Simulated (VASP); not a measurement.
Runs of VASP 6.6.1 on MgO (Periclase). It takes space group Fm-3m (No. 225, cubic). Conventional cell: a = 4.217 Å, b = 4.217 Å, c = 4.217 Å, α = 90.00°, β = 90.00°, γ = 90.00°. Mg (site symmetry m-3m) is surrounded by 6 O at 2.11 Å. O (site symmetry m-3m) has 6 Mg at 2.11 Å as nearest neighbours. 

```csv
level,potentials or basis,cell,target pressure,gap on the mesh (eV),pressure (GPa)
PBE,"VASP PAW PBE potentials, release 64 (Mg, O)",relaxed to 23.2 GPa,23.2 GPa,(a),23.0
LDA,"VASP PAW LDA potentials, release 64 (Mg, O)",relaxed to 0.61 GPa,0.61 GPa,5.19,0.7
LDA,"VASP PAW LDA potentials, release 64 (Mg, O)",relaxed,-,5.16,0.0
PBEsol,"VASP PAW PBE potentials, release 64 (Mg, O)",relaxed to 12 GPa,12 GPa,5.32,12.0
```

Alike in all rows: task relaxation of cell and atoms; no spin polarisation; k mesh 12 × 12 × 12; cutoff (eV) 600; smearing gaussian 0.03 eV.

**Question.** Estimate the missing entries.

**Answer.** (a) 5.71.

Caveats: the cell is relaxed towards a set pressure, so the enthalpy falls and the energy may rise (some runs); the relaxation stopped at its first step, so nothing moved (some runs); the PAW data sets were made with another functional, which shifts forces and pressure a little (some runs).

A k mesh can miss the band edges.
